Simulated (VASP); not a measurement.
A convergence study with VASP on SnO2 (rutile): a few settings are varied, all else stays as given below, so the limit is that of these other settings. The cell's lengths are 1 % over those of the tabulated start and one atom is moved, so it is off equilibrium.

```
CELL_PARAMETERS angstrom
      4.78740     0.00000     0.00000
      0.00000     4.78740     0.00000
      0.00000     0.00000     3.22190
ATOMIC_POSITIONS crystal
  Sn 0.00000 0.00000 0.00000
  Sn 0.50000 0.50000 0.50000
  O  0.30700 0.30700 0.00000
  O  0.80700 0.19300 0.50000
  O  0.19300 0.80700 0.50000
  O  0.70566 0.69300 0.00000
```

Method: PBEsol GGA, VASP's PBE PAW potentials (set 64) (plane waves; VASP). The last row used: LREAL = Auto, 700 eV cut-off, 4×4×6 Γ-centred mesh, Gaussian smearing of 0.050 eV, potentials Sn_d O.

Unless said otherwise, spin-orbit coupling is left out, though it shifts the bands of the heavy elements here. Gaps are read on the run's mesh, which can miss a band edge.

```
setting                                        E (eV/atom)  pressure (GPa)  largest force (eV/Å)  gap on the mesh (eV)  plane waves
---------------------------------------------  -----------  --------------  --------------------  --------------------  -----------
ENCUT = 400, LREAL = .FALSE., PREC = Normal        -6.6199           -6.95                 0.859                 0.780         1371
ENCUT = 500, LREAL = .FALSE., PREC = Normal        -6.6079           -1.62                 0.871                 0.777         1900
ENCUT = 600, LREAL = .FALSE., PREC = Normal        -6.6094           -1.68                 0.871                 0.777         2482
ENCUT = 700, LREAL = .FALSE., PREC = Normal        -6.6110           -1.71                 0.870                 0.779         3134
ENCUT = 500, LREAL = .FALSE., PREC = Accurate      -6.6079           -1.62                 0.871                 0.777         1900
ENCUT = 600, LREAL = .FALSE., PREC = Accurate      -6.6093           -1.68                 0.871                 0.777         2482
ENCUT = 400, LREAL = Auto, PREC = Normal           -6.6198           -6.99                 0.862                 0.780         1371
ENCUT = 500, LREAL = Auto, PREC = Normal           -6.6103           -1.56                 0.853                 0.778         1900
ENCUT = 600, LREAL = Auto, PREC = Normal           -6.6112           -1.78                 0.871                 0.777         2482
ENCUT = 700, LREAL = Auto, PREC = Normal           -6.6111           -1.64                 0.862                 0.779         3134
ENCUT = 400, LREAL = Auto, PREC = Accurate         -6.6184           -7.02                 0.857                 0.780         1371
ENCUT = 500, LREAL = Auto, PREC = Accurate         -6.6083           -1.64                 0.873                 0.776         1900
ENCUT = 600, LREAL = Auto, PREC = Accurate         -6.6110           -1.69                 0.870                 0.777         2482
ENCUT = 700, LREAL = Auto, PREC = Accurate         -6.6116           -1.70                 0.872                 0.779         3134
```

Left out are rungs that failed or repeat a setting and relaxations that didn't move; long series are thinned to 24 rows.

The compound is SnO2 in the rutile structure. The cell was not relaxed at this level, it is distorted from the ideal structure.
